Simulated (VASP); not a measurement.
## AlPt with PBEsol: from relaxation to properties

How well does PBEsol reproduce what experiment finds for AlPt? The cell is relaxed first, and properties follow on it. The steps: relaxing cell and atoms (PBEsol), single point with fields (PBEsol), band structure (PBEsol), density of states (PBEsol), bands along the symmetry lines (PBEsol + SOC) and vibrations at Γ (PBEsol). The start is a computed cell from the Materials Project.

Program: VASP 6.6.1. Level of theory: PBEsol; plane waves and PAW (Al, Pt), in the first sound run; inputs show where later runs differ. Results are calculated unless marked as measured.

**What experiment says.**

“Analysis of the unconventional chiral fermions in a non-centrosymmetric chiral crystal bf PtAl” (2022, arxiv:2206.01159) reports for PtAl, cubic chiral B20 (FeSi type), by powder XRD, Rietveld refinement (crushed Czochralski-grown single crystal, 300 K): lattice constant a (cubic lattice constant) 4.864 Å [room-temperature value; no uncertainty given].

Report form: the programs' logs are mostly left out.

### Step 1. The starting structure

Before any relaxation, the start is as follows. Symmetry: P2_13, No. 198, cubic system. Conventional cell: a = 4.879 Å, b = 4.879 Å, c = 4.879 Å, α = 90.00°, β = 90.00°, γ = 90.00°. Nearest to Al lie 7 Pt at 2.60 to 2.63 Å. Nearest to Pt lie 7 Al at 2.60 to 2.63 Å. Farther neighbours are not listed.

As a file:

```cif
data_structure
_symmetry_space_group_name_H-M 'P 1'
_symmetry_Int_Tables_number 1
_cell_length_a 4.8789
_cell_length_b 4.8789
_cell_length_c 4.8789
_cell_angle_alpha 90.000
_cell_angle_beta 90.000
_cell_angle_gamma 90.000
_cell_volume 116.14
loop_
_atom_site_label
_atom_site_type_symbol
_atom_site_fract_x
_atom_site_fract_y
_atom_site_fract_z
_atom_site_occupancy
Al1 Al 0.84403 0.84403 0.84403 1
Al2 Al 0.65597 0.15597 0.34403 1
Al3 Al 0.34403 0.65597 0.15597 1
Al4 Al 0.15597 0.34403 0.65597 1
Pt5 Pt 0.15506 0.15506 0.15506 1
Pt6 Pt 0.34494 0.84494 0.65506 1
Pt7 Pt 0.65506 0.34494 0.84494 1
Pt8 Pt 0.84494 0.65506 0.34494 1
```

### Step 2. Relaxing cell and atoms (PBEsol)

The start need not lie at this functional's minimum. ISIF = 3 frees volume, shape and positions, and EDIFFG sets the threshold on forces and stress at which the search stops. PBEsol restores the gradient expansion of exchange and is tuned for the cells of solids.

The input, INCAR:

```
SYSTEM = AlPt
PREC = Accurate
ENCUT = 400
EDIFF = 1E-06
NELM = 100
ISMEAR = 1
SIGMA = 0.2
LREAL = .FALSE.
ALGO = Normal
GGA = PS
NBANDS = 34
LASPH = .TRUE.
LORBIT = 11
LWAVE = .FALSE.
LCHARG = .FALSE.
KPAR = 4
IBRION = 2
NSW = 60
ISIF = 3
EDIFFG = -0.01
```

The input, POSCAR:

```
AlPt
1.0
    4.8789320700      0.0000000000      0.0000000000
    0.0000000000      4.8789320700      0.0000000000
    0.0000000000      0.0000000000      4.8789320700
Al Pt
4 4
Direct
    0.8440321000      0.8440321000      0.8440321000
    0.6559679000      0.1559679000      0.3440321000
    0.3440321000      0.6559679000      0.1559679000
    0.1559679000      0.3440321000      0.6559679000
    0.1550630600      0.1550630600      0.1550630600
    0.3449369400      0.8449369400      0.6550630600
    0.6550630600      0.3449369400      0.8449369400
    0.8449369400      0.6550630600      0.3449369400
```

The input, KPOINTS:

```
Automatic mesh
0
Gamma
6 6 6
0 0 0
```

The projector-augmented-wave data sets are Al and Pt (PBE family, release 64).

Started as:

```console
mpirun -np 4 vasp_std
```

The job ended after 62 s (4 MPI ranks of AMD EPYC 7R43, shared host; peak memory 0.75 GiB; 4.1 min of CPU time).

The PAW data sets were made with PBE, which is usual practice but a small mismatch for other functionals. The run keeps the 12 symmetry operations of its start, so it cannot find a distortion of lower symmetry.

Step by step:

```csv
step,energy less that of the first step (eV),largest force (eV/Å),pressure (GPa),volume (Å³)
1,0.0000,0.0513,-1.35,116.14
2,0.0054,0.0363,2.33,114.09
3,-0.0035,0.0456,0.04,115.34
4,-0.0038,0.0308,0.03,115.35
5,-0.0040,0.0144,0.02,115.35
6,-0.0040,0.0184,0.00,115.36
7,-0.0041,0.0024,0.01,115.35
```

```csv
"conventional cell, symmetrised",before,after,change
a (Å),4.879,4.868,-0.2 %
b (Å),4.879,4.868,-0.2 %
c (Å),4.879,4.868,-0.2 %
volume (Å³/atom),14.52,14.42,-0.7 %
```

Final coordinates:

```cif
data_structure
_symmetry_space_group_name_H-M 'P 1'
_symmetry_Int_Tables_number 1
_cell_length_a 4.8679
_cell_length_b 4.8679
_cell_length_c 4.8679
_cell_angle_alpha 90.000
_cell_angle_beta 90.000
_cell_angle_gamma 90.000
_cell_volume 115.35
loop_
_atom_site_label
_atom_site_type_symbol
_atom_site_fract_x
_atom_site_fract_y
_atom_site_fract_z
_atom_site_occupancy
Al1 Al 0.84417 0.84417 0.84417 1
Al2 Al 0.65583 0.15583 0.34417 1
Al3 Al 0.34417 0.65583 0.15583 1
Al4 Al 0.15583 0.34417 0.65583 1
Pt5 Pt 0.15419 0.15419 0.15419 1
Pt6 Pt 0.34581 0.84581 0.65419 1
Pt7 Pt 0.65419 0.34581 0.84581 1
Pt8 Pt 0.84581 0.65419 0.34581 1
```

This step gave:

```
electrons                       : 52
bands                           : 34
irreducible k-points            : 24
symmetry operations             : 12
free energy (TOTEN)             : -52.6546 eV
energy at zero smearing         : -52.6551 eV
Fermi energy                    : 10.52 eV
pressure                        : 0.009153 GPa
metallic                        : yes
SCF cycles over all ionic steps : 52
```

It ends with a largest force of 0.002 eV/Å and a pressure of 0.01 GPa.

### Step 3. Single point with fields (PBEsol)

The relaxed cell gets a fresh self-consistent run, on a basis set for its own volume, to fix the density and to check the remaining stress.

Changes to INCAR since step 2:

```diff
@@ -14,7 +14,5 @@
 LWAVE = .FALSE.
-LCHARG = .FALSE.
-KPAR = 4
-IBRION = 2
-NSW = 60
-ISIF = 3
-EDIFFG = -0.01
+LCHARG = .TRUE.
+ISIF = 2
+LELF = .TRUE.
+LVHAR = .TRUE.
```

The input, POSCAR:

```
AlPt
1.0
    4.8679349866      0.0000000000      0.0000000000
    0.0000000000      4.8679349866      0.0000000000
    0.0000000000      0.0000000000      4.8679349866
Al Pt
4 4
Direct
    0.8441660006      0.8441660006      0.8441660006
    0.6558339994      0.1558339994      0.3441660006
    0.3441660006      0.6558339994      0.1558339994
    0.1558339994      0.3441660006      0.6558339994
    0.1541907813      0.1541907813      0.1541907813
    0.3458092187      0.8458092187      0.6541907813
    0.6541907813      0.3458092187      0.8458092187
    0.8458092187      0.6541907813      0.3458092187
```

KPOINTS is that of step 2.

Started as:

```console
mpirun -np 4 vasp_std
```

It took 16 s on 4 MPI ranks; peak memory 0.42 GiB; 60 s of CPU time.

Numbers from this step:

| Quantity | Value |
| --- | --- |
| SCF cycles | 13 |
| bands | 36 |
| free energy (TOTEN) | -52.6542 eV |
| energy at zero smearing | -52.6547 eV |
| pressure | -0.001492 GPa |

Valence electrons inside each PAW sphere by angular momentum. Sphere charges, by row:

```csv
atom,s (e),p (e),d (e),tot (e)
Al1,0.375,0.39,0,0.764
Al2,0.375,0.39,0,0.764
Al3,0.375,0.39,0,0.764
Al4,0.375,0.39,0,0.764
Pt5,0.679,0.668,8.187,9.534
Pt6,0.679,0.668,8.187,9.534
Pt7,0.679,0.668,8.187,9.534
Pt8,0.679,0.668,8.187,9.534
```

Electrostatic potential energy in the ac plane at fractional y = 0.154, with atoms of Al and Pt within 0.2 Å of it. With pseudopotentials it is smooth inside the atoms' cores, unlike the true potential.

Values in eV, 14 rows by 14 columns, each cell a mean:
```
 -2  -9 -12  -8  -1   1   1  -1  -6 -10  -6  -1   0   0
  0  -1  -2  -1   1   1   1  -3 -13 -18 -12  -4   0   1
  0  -2  -3  -2   0   1   0  -3 -12 -17 -11  -3   0   1
 -2  -5  -6  -5  -2   0   1  -1  -5  -7  -4  -1   0   0
 -4  -7  -9  -7  -4   0   1   1   0  -1  -1   0   1   0
 -2  -5  -7  -5  -3   0   1   0  -2  -3  -2   0   1   0
  0  -2  -3  -2   0   0  -1  -5 -12 -16 -11  -5  -1   1
  1  -1  -1  -1   1   0  -4 -15 -41 -55 -39 -14  -3   0
 -1  -6  -9  -6  -1  -1  -6 -29 -65 -71 -64 -26  -5  -1
-16 -34 -40 -32 -13  -3  -6 -27 -64 -71 -62 -25  -6  -3
-36 -58 -64 -56 -32  -7  -4 -12 -34 -46 -32 -11  -4  -9
-45 -66 -70 -64 -40  -9  -1  -4  -9 -12  -8  -3  -2 -12
-38 -60 -66 -58 -34  -6   0   0  -2  -2  -1   0   0  -9
-19 -38 -45 -37 -16  -1   1   1  -1  -1  -1   0   1  -2
```
Columns run along a (4.9 Å; values clipped at the 3rd and 97th percentile), rows up along c (4.9 Å). Atoms in or near the plane, at fractional coordinates: Al at (0.66, 0.34), Pt at (0.15, 0.15).

Valence density in the ac plane at fractional y = 0.154, with atoms of Al and Pt within 0.2 Å of it. It is the smooth field of the valence electrons, not physical close to the nuclei.

Values in e/Å³, 14 rows by 14 columns, each cell a mean:
```
0.4 0.6 0.7 0.5 0.3 0.2 0.2 0.3 0.5 0.6 0.6 0.4 0.3 0.3
0.3 0.3 0.3 0.3 0.2 0.2 0.3 0.4 0.7 0.9 0.7 0.5 0.3 0.2
0.2 0.2 0.3 0.3 0.2 0.2 0.3 0.4 0.6 0.8 0.7 0.5 0.3 0.2
0.2 0.2 0.2 0.3 0.3 0.3 0.3 0.3 0.5 0.6 0.5 0.4 0.2 0.2
0.2 0.2 0.2 0.3 0.3 0.3 0.3 0.3 0.3 0.4 0.3 0.2 0.2 0.2
0.2 0.2 0.2 0.3 0.3 0.2 0.2 0.2 0.3 0.3 0.2 0.2 0.2 0.1
0.2 0.2 0.2 0.3 0.2 0.2 0.2 0.2 0.2 0.2 0.2 0.2 0.1 0.1
0.2 0.3 0.3 0.3 0.3 0.2 0.2 0.2 0.1 0.1 0.1 0.2 0.2 0.2
0.4 0.5 0.6 0.5 0.4 0.3 0.2 0.2 0.1 0.0 0.1 0.2 0.2 0.3
0.8 1.3 1.5 1.3 0.7 0.4 0.3 0.2 0.1 0.0 0.1 0.2 0.3 0.4
1.4 2.3 2.7 2.2 1.3 0.6 0.3 0.2 0.2 0.1 0.2 0.2 0.3 0.6
1.7 2.8 3.4 2.7 1.5 0.6 0.3 0.2 0.2 0.2 0.2 0.3 0.3 0.7
1.4 2.4 2.8 2.3 1.3 0.5 0.3 0.2 0.3 0.3 0.3 0.3 0.3 0.6
0.8 1.5 1.7 1.4 0.7 0.3 0.2 0.3 0.3 0.4 0.4 0.3 0.3 0.4
```
Columns run along a (4.9 Å), rows up along c (4.9 Å). Atoms in or near the plane, at fractional coordinates: Al at (0.66, 0.34), Pt at (0.15, 0.15).

ELF in the ac plane at fractional y = 0.154, with atoms of Al and Pt within 0.2 Å of it. It is the smooth field of the valence electrons, not physical close to the nuclei.

Ten even steps from '0' (0.01) to '9' (0.59), each cell a mean:
```
56654434567655
66655434567766
67776544567776
66787544566666
46898655667665
46897656898643
57887667776544
67766676322455
66666785000477
64346897101698
41015798424787
20003678877766
30003556787655
53234445676654
```
Columns run along a (4.9 Å), rows up along c (4.9 Å). Atoms in or near the plane, at fractional coordinates: Al at (0.66, 0.34), Pt at (0.15, 0.15).

In this run the pressure is 0.00 GPa, small enough to go on.

### Step 4. Band structure (PBEsol)

The mesh alone shows little of the dispersion and can miss band extrema, so KPOINTS_OPT adds a path through the symmetry points after the self-consistent cycle.

The input, INCAR:

```
SYSTEM = AlPt
PREC = Accurate
ENCUT = 400
EDIFF = 1E-06
NELM = 100
ISMEAR = 1
SIGMA = 0.2
LREAL = .FALSE.
ALGO = Normal
GGA = PS
NBANDS = 46
LASPH = .TRUE.
LORBIT = 11
LWAVE = .FALSE.
LCHARG = .FALSE.
KPAR = 4
```

POSCAR is that of step 3.

KPOINTS is that of step 3.

The input, KPOINTS_OPT:

```
Line mode
12
Line-mode
Reciprocal
  0.00000000   0.00000000   0.00000000 GAMMA
  0.00000000   0.50000000   0.00000000 X

  0.00000000   0.50000000   0.00000000 X
  0.50000000   0.50000000   0.00000000 M

  0.50000000   0.50000000   0.00000000 M
  0.00000000   0.00000000   0.00000000 GAMMA

  0.00000000   0.00000000   0.00000000 GAMMA
  0.50000000   0.50000000   0.50000000 R

  0.50000000   0.50000000   0.50000000 R
  0.00000000   0.50000000   0.00000000 X

  0.50000000   0.50000000   0.00000000 M
  0.50000000   0.50000000   0.50000000 R
```

Started as:

```console
mpirun -np 4 vasp_std
```

Run time: 45 s. Hardware: 4 MPI ranks; peak memory 0.91 GiB.

Spin-orbit coupling is off here; with elements this heavy it splits and shifts levels by tenths of an eV or more.

This step gave:

| Quantity | Value |
| --- | --- |
| bands | 46 |
| pressure | 0.002033 GPa |

The electronic bands at the labelled points (eV, zero at the Fermi level; # counts the bands kept):

```csv
point,#23,#24,#25,#26,#27,#28,#29,#30
Γ,-1.78,-1.78,-0.24,-0.24,-0.24,4.19,4.19,4.19
0.45 of the way,-1.72,-1.42,-0.55,-0.53,1.34,2.56,2.86,3.25
X,-1.54,-1.54,-0.73,-0.73,1.20,1.20,2.70,2.70
0.55 of the way,-1.79,-1.79,-0.28,-0.28,1.39,1.39,3.20,3.20
M,-2.23,-2.23,0.32,0.32,1.28,1.28,2.77,2.77
0.45 of the way,-1.88,-1.30,-0.88,-0.39,1.60,2.37,2.56,3.27
Γ,-1.78,-1.78,-0.24,-0.24,-0.24,4.19,4.19,4.19
0.45 of the way,-2.18,-1.74,-0.60,-0.25,0.84,2.59,2.72,3.24
R,-2.54,-2.54,-0.84,-0.84,-0.84,-0.84,6.49,6.49
0.55 of the way,-1.83,-1.83,-1.09,-1.09,1.50,1.50,3.39,3.39
X,-1.54,-1.54,-0.73,-0.73,1.20,1.20,2.70,2.70
jump to M,-2.23,-2.23,0.32,0.32,1.28,1.28,2.77,2.77
0.45 of the way,-2.34,-2.34,-0.70,-0.70,0.40,0.40,4.39,4.39
R,-2.54,-2.54,-0.84,-0.84,-0.84,-0.84,6.49,6.49
```

Of the projections kept (Al, Pt), the largest for each band there; the rest of the weight can lie on other orbitals:

```csv
point,#23,#24,#25,#26,#27,#28,#29,#30
Γ,Pt 0.96,Pt 0.96,Pt 0.92,Pt 0.92,Pt 0.92,Pt 0.64,Pt 0.64,Pt 0.64
X,Pt 0.94,Pt 0.94,Pt 0.89,Pt 0.89,Pt 0.93,Pt 0.93,Pt 0.79,Pt 0.79
M,Pt 0.98,Pt 0.98,Pt 0.84,Pt 0.84,Pt 0.80,Pt 0.80,Pt 0.88,Pt 0.88
Γ,Pt 0.96,Pt 0.96,Pt 0.92,Pt 0.92,Pt 0.92,Pt 0.64,Pt 0.64,Pt 0.64
R,Pt 0.98,Pt 0.98,Pt 0.94,Pt 0.94,Pt 0.94,Pt 0.94,Al 0.66,Al 0.66
X,Pt 0.94,Pt 0.94,Pt 0.89,Pt 0.89,Pt 0.93,Pt 0.93,Pt 0.79,Pt 0.79
```

There is no gap at this level.

### Step 5. Density of states (PBEsol)

A density of states needs more k-points than a total energy; ISMEAR = -5 takes tetrahedra, and LORBIT projects the states on the PAW spheres. The mesh is finer than in the run before.

Changes to INCAR since step 4:

```diff
@@ -5,3 +5,3 @@
 NELM = 100
-ISMEAR = 1
+ISMEAR = -5
 SIGMA = 0.2
@@ -16 +16,2 @@
 KPAR = 4
+NEDOS = 2001
```

POSCAR is that of step 4.

The input, KPOINTS:

```
Automatic mesh
0
Gamma
8 8 8
0 0 0
```

Started as:

```console
mpirun -np 4 vasp_std
```

Wall time 32 s (4 MPI ranks); peak memory 0.92 GiB; 2.1 min of CPU time.

With tetrahedra the forces and stress of a metal are not exact derivatives of the energy.

Numbers from this step:

| Property | Result |
| --- | --- |
| irreducible k-points | 45 |
| free energy (TOTEN) | -52.6467 eV |
| Fermi energy | 10.43 eV |
| pressure | -0.1049 GPa |
| DOS at the Fermi level | 0.9840 states/eV/cell |

The density of states has structure finer than the step of the table below, so its rows give means over 1 eV, whole bins alone (the curve runs from -12.0 to 4.15 eV). Peaks (eV: height): total -4.9: 19.3, -4.7: 17.0, -4.6: 19.1, -3.8: 14.8; Pt d -4.9: 14.3, -4.7: 12.9, -4.6: 14.4, -3.8: 11.1; Pt p -4.9: 0.629, -4.6: 0.727, -3.8: 0.662, -0.3: 0.692; Al p -4.9: 0.508, -4.6: 0.445, -3.8: 0.462, 3.3: 0.422; Pt s -6.0: 0.734, 2.3: 0.694, 3.0: 0.772, 3.3: 0.860.

States under -12.0 eV and over 4.2 eV are left out. Density of states against energy, zero at the Fermi level; means over each step; values in states/eV/cell:

```csv
energy (eV),total,Pt d,Pt p,Al p,Pt s,Al s
-11,0.233,7.9e-4,0.00359,0.00134,0.0850,0.0381
-10,0.752,0.0122,0.0288,0.0110,0.249,0.118
-9,1.24,0.0706,0.0724,0.0315,0.348,0.177
-8,1.90,0.288,0.135,0.0587,0.378,0.259
-7,3.87,1.42,0.207,0.104,0.357,0.462
-6,4.36,2.21,0.173,0.204,0.417,0.150
-5,10.3,7.40,0.347,0.312,0.254,0.0728
-4,8.14,6.10,0.352,0.229,0.0880,0.0363
-3,9.79,7.72,0.371,0.212,0.132,0.0595
-2,6.41,4.96,0.333,0.131,0.141,0.0417
-1,3.22,1.82,0.365,0.157,0.172,0.0457
0,1.95,0.847,0.327,0.122,0.0949,0.0408
1,1.78,0.777,0.224,0.129,0.122,0.0506
2,1.81,0.650,0.209,0.113,0.274,0.0614
3,3.02,0.879,0.256,0.173,0.479,0.224
```

The finer mesh and the other smearing move the Fermi level by -0.10 eV from the 6×6×6 run, one measure of the sampling error in the zero of the bands above. Of the states within 0.3 eV of the Fermi level, the largest shares in the PAW spheres are Pt d 42 %, Pt p 18 % and Al p 7 %. The rest lies in smaller channels or between the spheres.

### Step 6. Bands along the symmetry lines (PBEsol + SOC)

This step: PBEsol, spin-orbit coupling; plane waves and PAW (Al, Pt) (VASP 6.6.1).

The mesh alone shows little of the dispersion and can miss band extrema, so KPOINTS_OPT adds a path through the symmetry points after the self-consistent cycle. Spin-orbit coupling needs spinors and the noncollinear program, where each band holds one electron.

The input, INCAR:

```
SYSTEM = AlPt
PREC = Accurate
ENCUT = 400
EDIFF = 1E-06
NELM = 100
ISMEAR = 1
SIGMA = 0.2
LREAL = .FALSE.
ALGO = Normal
GGA = PS
LNONCOLLINEAR = .TRUE.
MAGMOM = 0 0 0 0 0 0 0 0 0 0 0 0 0 0 0 0 0 0 0 0 0 0 0 0
NBANDS = 68
GGA_COMPAT = .FALSE.
LASPH = .TRUE.
LSORBIT = .TRUE.
LMAXMIX = 4
LORBIT = 11
LWAVE = .FALSE.
LCHARG = .FALSE.
KPAR = 4
```

POSCAR is that of step 5.

The input, KPOINTS:

```
Automatic mesh
0
Gamma
5 5 5
0 0 0
```

KPOINTS_OPT is that of step 4.

Started as:

```console
mpirun -np 4 vasp_ncl
```

Run time: 2.3 min. Hardware: 4 MPI ranks; peak memory 1.6 GiB.

The k-mesh is coarse for a metal.

This step gave:

```yaml
scf_cycles: 14
bands: 68
irreducible_k_points: 15
free_energy_toten: -53.9204 eV
energy_at_zero_smearing: -53.9207 eV
fermi_energy: 10.52 eV
pressure: -0.1843 GPa
```

On-site spin-orbit energy by atom:

```csv
atom,on-site spin-orbit energy (eV)
Al1,0.000
Al2,0.000
Al3,0.000
Al4,0.000
Pt5,-0.640
Pt6,-0.640
Pt7,-0.640
Pt8,-0.640
```

(Continued in part 2 of 2.)

[Lines on the potential files, build, host, timing and source positions are cut from VASP's logs without a mark.]

[Logs are printed without paths, hosts, clocks, repeated set-up lines and the standing remarks that a program may print on its own settings, such as how far it seeks lower states.]

[Hosts, paths, dates, database ids (printed as entryN), source tags and the programs' standing remarks are cut or masked in the printed files.]

[A measured line is paired with the nearest computed mode of its activity, which favours agreement.]
